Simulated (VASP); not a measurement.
OSZICAR of a VASP run on Lu (hcp):

File OSZICAR:
```
       N       E                     dE             d eps       ncg     rms           ort
DAV:   1     0.997803221686E+02    0.99780E+02   -0.62359E+03   832   0.138E+03
DAV:   2     0.864427783451E+01   -0.91136E+02   -0.88867E+02   832   0.771E+02
DAV:   3    -0.254089937338E+01   -0.11185E+02   -0.10922E+02   832   0.144E+02
DAV:   4    -0.550699929477E+01   -0.29661E+01   -0.28931E+01   832   0.596E+01
DAV:   5    -0.672902145586E+01   -0.12220E+01   -0.11907E+01   832   0.287E+01
SDA:   6    -0.671029750635E+01    0.18724E-01   -0.17177E+01   832   0.429E+01   0.000E+00
DMP:   7    -0.418896130054E+01    0.25213E+01   -0.47723E+02   832   0.125E+03  -0.148E+02
DMP:   8     0.299070515435E+02    0.34096E+02   -0.43533E+03   832   0.115E+04  -0.153E+03
DMP:   9     0.296308098494E+03    0.26640E+03   -0.18021E+04   832   0.492E+04  -0.109E+04
DMP:  10     0.308748323313E+03    0.12440E+02   -0.19767E+04   832   0.539E+04  -0.116E+04
DMP:  11     0.246638566162E+03   -0.62110E+02   -0.16990E+04   832   0.468E+04  -0.114E+04
DMP:  12     0.170708872172E+03   -0.75930E+02   -0.13876E+04   832   0.386E+04  -0.104E+04
DMP:  13     0.173511181031E+03    0.28023E+01   -0.12107E+04   832   0.344E+04  -0.108E+04
DMP:  14     0.148917500121E+03   -0.24594E+02   -0.10888E+04   832   0.310E+04  -0.978E+03
DMP:  15     0.151361624070E+03    0.24441E+01   -0.10649E+04   832   0.306E+04  -0.104E+04
DMP:  16     0.138570701735E+03   -0.12791E+02   -0.89224E+03   832   0.262E+04  -0.103E+04
DMP:  17     0.107780742613E+03   -0.30790E+02   -0.67732E+03   832   0.203E+04  -0.881E+03
DMP:  18     0.919645024679E+02   -0.15816E+02   -0.56075E+03   832   0.170E+04  -0.773E+03
DMP:  19     0.835035674143E+02   -0.84609E+01   -0.47773E+03   832   0.147E+04  -0.721E+03
DMP:  20     0.692564292975E+02   -0.14247E+02   -0.37133E+03   832   0.117E+04  -0.639E+03
DMP:  21     0.496977365624E+02   -0.19559E+02   -0.26140E+03   832   0.847E+03  -0.506E+03
DMP:  22     0.360141300297E+02   -0.13684E+02   -0.18285E+03   832   0.608E+03  -0.394E+03
DMP:  23     0.229034166401E+02   -0.13111E+02   -0.11615E+03   832   0.400E+03  -0.287E+03
DMP:  24     0.106845829769E+02   -0.12219E+02   -0.61944E+02   832   0.224E+03  -0.181E+03
DMP:  25     0.860670984857E+00   -0.98239E+01   -0.24436E+02   832   0.951E+02  -0.890E+02
DMP:  26    -0.526249407958E+01   -0.61232E+01   -0.53140E+01   832   0.235E+02  -0.267E+02
DMP:  27    -0.754167283482E+01   -0.22792E+01   -0.50209E+00   832   0.183E+01  -0.149E+01
DMP:  28    -0.788475553346E+01   -0.34308E+00   -0.64847E+00   832   0.144E+01   0.471E+00
DMP:  29    -0.812973337160E+01   -0.24498E+00   -0.35912E+00   832   0.105E+01  -0.390E+00
DMP:  30    -0.836315395244E+01   -0.23342E+00   -0.12031E+00   832   0.197E+00   0.271E+00
DMP:  31    -0.846383972455E+01   -0.10069E+00   -0.11222E+00   832   0.203E+00   0.203E+00
DMP:  32    -0.854866283767E+01   -0.84823E-01   -0.66979E-01   832   0.113E+00   0.143E+00
DMP:  33    -0.860993217220E+01   -0.61269E-01   -0.53580E-01   832   0.809E-01   0.139E+00
DMP:  34    -0.865820724766E+01   -0.48275E-01   -0.44303E-01   832   0.698E-01   0.107E+00
DMP:  35    -0.869890046445E+01   -0.40693E-01   -0.36574E-01   832   0.561E-01   0.926E-01
DMP:  36    -0.873322072470E+01   -0.34320E-01   -0.31444E-01   832   0.480E-01   0.801E-01
DMP:  37    -0.876270066810E+01   -0.29480E-01   -0.26978E-01   832   0.412E-01   0.687E-01
DMP:  38    -0.878793194830E+01   -0.25231E-01   -0.22970E-01   832   0.350E-01   0.586E-01
DMP:  39    -0.880929914590E+01   -0.21367E-01   -0.19295E-01   832   0.294E-01   0.493E-01
DMP:  40    -0.882696081746E+01   -0.17662E-01   -0.16051E-01   832   0.249E-01   0.399E-01
DMP:  41    -0.884087141489E+01   -0.13911E-01   -0.14019E-01   832   0.239E-01   0.292E-01
DMP:  42    -0.885122654586E+01   -0.10355E-01   -0.13757E-01   832   0.281E-01   0.165E-01
DMP:  43    -0.885862788151E+01   -0.74013E-02   -0.14739E-01   832   0.360E-01   0.232E-02
DMP:  44    -0.886405619679E+01   -0.54283E-02   -0.15417E-01   832   0.423E-01  -0.995E-02
DMP:  45    -0.886851911046E+01   -0.44629E-02   -0.14210E-01   832   0.418E-01  -0.164E-01
DMP:  46    -0.887267914057E+01   -0.41600E-02   -0.10576E-01   832   0.321E-01  -0.148E-01
DMP:  47    -0.887666469049E+01   -0.39855E-02   -0.59390E-02   832   0.173E-01  -0.654E-02
DMP:  48    -0.887988741485E+01   -0.32227E-02   -0.30370E-02   832   0.712E-02   0.124E-02
DMP:  49    -0.888218169607E+01   -0.22943E-02   -0.21148E-02   832   0.381E-02   0.386E-02
DMP:  50    -0.888397945506E+01   -0.17978E-02   -0.17812E-02   832   0.304E-02   0.369E-02
DMP:  51    -0.888555356920E+01   -0.15741E-02   -0.15321E-02   832   0.253E-02   0.341E-02
DMP:  52    -0.888697439013E+01   -0.14208E-02   -0.13965E-02   832   0.224E-02   0.327E-02
DMP:  53    -0.888829940856E+01   -0.13250E-02   -0.13270E-02   832   0.212E-02   0.313E-02
DMP:  54    -0.888956294417E+01   -0.12635E-02   -0.12801E-02   832   0.206E-02   0.299E-02
DMP:  55    -0.889076401752E+01   -0.12011E-02   -0.12338E-02   832   0.202E-02   0.280E-02
DMP:  56    -0.889184934202E+01   -0.10853E-02   -0.12629E-02   832   0.227E-02   0.233E-02
DMP:  57    -0.889277239568E+01   -0.92305E-03   -0.14469E-02   832   0.307E-02   0.144E-02
DMP:  58    -0.889352505461E+01   -0.75266E-03   -0.17193E-02   832   0.425E-02   0.127E-03
DMP:  59    -0.889420668954E+01   -0.68163E-03   -0.17068E-02   832   0.461E-02  -0.905E-03
DMP:  60    -0.889490223709E+01   -0.69555E-03   -0.12726E-02   832   0.349E-02  -0.797E-03
DMP:  61    -0.889556828997E+01   -0.66605E-03   -0.78783E-03   832   0.191E-02   0.147E-03
DMP:  62    -0.889611724922E+01   -0.54896E-03   -0.58865E-03   832   0.118E-02   0.771E-03
DMP:  63    -0.889658969050E+01   -0.47244E-03   -0.52253E-03   832   0.967E-03   0.887E-03
DMP:  64    -0.889703006970E+01   -0.44038E-03   -0.47183E-03   832   0.838E-03   0.893E-03
DMP:  65    -0.889744395394E+01   -0.41388E-03   -0.42905E-03   832   0.733E-03   0.889E-03
DMP:  66    -0.889782520434E+01   -0.38125E-03   -0.40914E-03   832   0.705E-03   0.832E-03
DMP:  67    -0.889817403861E+01   -0.34883E-03   -0.39937E-03   832   0.723E-03   0.721E-03
DMP:  68    -0.889849304671E+01   -0.31901E-03   -0.38957E-03   832   0.747E-03   0.594E-03
DMP:  69    -0.889878403097E+01   -0.29098E-03   -0.37476E-03   832   0.753E-03   0.481E-03
DMP:  70    -0.889905071676E+01   -0.26669E-03   -0.35159E-03   832   0.729E-03   0.393E-03
DMP:  71    -0.889929620441E+01   -0.24549E-03   -0.31330E-03   832   0.651E-03   0.347E-03
DMP:  72    -0.889952873406E+01   -0.23253E-03   -0.25326E-03   832   0.488E-03   0.379E-03
DMP:  73    -0.889974426185E+01   -0.21553E-03   -0.20609E-03   832   0.345E-03   0.447E-03
DMP:  74    -0.889993811691E+01   -0.19386E-03   -0.19290E-03   832   0.309E-03   0.453E-03
DMP:  75    -0.890011880949E+01   -0.18069E-03   -0.18705E-03   832   0.307E-03   0.421E-03
DMP:  76    -0.890029220253E+01   -0.17339E-03   -0.17859E-03   832   0.294E-03   0.399E-03
DMP:  77    -0.890045842641E+01   -0.16622E-03   -0.16973E-03   832   0.277E-03   0.384E-03
DMP:  78    -0.890061813157E+01   -0.15971E-03   -0.16158E-03   832   0.261E-03   0.374E-03
DMP:  79    -0.890077121601E+01   -0.15308E-03   -0.15391E-03   832   0.247E-03   0.361E-03
DMP:  80    -0.890091660416E+01   -0.14539E-03   -0.14892E-03   832   0.242E-03   0.342E-03
DMP:  81    -0.890105263555E+01   -0.13603E-03   -0.15006E-03   832   0.258E-03   0.308E-03
DMP:  82    -0.890117920603E+01   -0.12657E-03   -0.15699E-03   832   0.294E-03   0.257E-03
DMP:  83    -0.890129837972E+01   -0.11917E-03   -0.15972E-03   832   0.322E-03   0.204E-03
DMP:  84    -0.890141457281E+01   -0.11619E-03   -0.14668E-03   832   0.298E-03   0.181E-03
DMP:  85    -0.890152691218E+01   -0.11234E-03   -0.12647E-03   832   0.242E-03   0.195E-03
DMP:  86    -0.890163100000E+01   -0.10409E-03   -0.11622E-03   832   0.213E-03   0.204E-03
DMP:  87    -0.890172688670E+01   -0.95887E-04   -0.11388E-03   832   0.212E-03   0.189E-03
DMP:  88    -0.890181742541E+01   -0.90539E-04   -0.11325E-03   832   0.219E-03   0.168E-03
DMP:  89    -0.890190415741E+01   -0.86732E-04   -0.10888E-03   832   0.215E-03   0.151E-03
DMP:  90    -0.890199011075E+01   -0.85953E-04   -0.96104E-04   832   0.180E-03   0.157E-03
DMP:  91    -0.890207404444E+01   -0.83934E-04   -0.83981E-04   832   0.141E-03   0.179E-03
DMP:  92    -0.890215377411E+01   -0.79730E-04   -0.80107E-04   832   0.128E-03   0.188E-03
DMP:  93    -0.890223018498E+01   -0.76411E-04   -0.79126E-04   832   0.128E-03   0.182E-03
DMP:  94    -0.890230493526E+01   -0.74750E-04   -0.78304E-04   832   0.129E-03   0.176E-03
DMP:  95    -0.890237756405E+01   -0.72629E-04   -0.79825E-04   832   0.136E-03   0.167E-03
DMP:  96    -0.890244821688E+01   -0.70653E-04   -0.82653E-04   832   0.148E-03   0.154E-03
DMP:  97    -0.890251706368E+01   -0.68847E-04   -0.83913E-04   832   0.157E-03   0.138E-03
DMP:  98    -0.890258417737E+01   -0.67114E-04   -0.83792E-04   832   0.161E-03   0.126E-03
DMP:  99    -0.890264830067E+01   -0.64123E-04   -0.85588E-04   832   0.171E-03   0.111E-03
DMP: 100    -0.890271039998E+01   -0.62099E-04   -0.84192E-04   832   0.174E-03   0.963E-04
   1 F= -.89027104E+01 E0= -.89038158E+01  d E =0.331618E-02
```

Q: Which electronic solver shows in the log?

A: It is blocked Davidson (ALGO = Normal, or the opening steps of other solvers) and then steepest descent (the opening step of the all-band solvers) and then damped velocity friction (ALGO = Damped). The INCAR had ALGO = Damped.

Q: Can the final energy be trusted as converged?

A: Convergence was not reached. It stopped with EDIFF = 1E-6, NELM = 100 (PBE GGA, plane waves, VASP's PBE PAW potentials (set 64)).

The compound is Lu in the hcp structure. The cell was not relaxed at this level. The run is one of a series of settings (ALGO = Damped against the base run), some of them coarse on purpose.
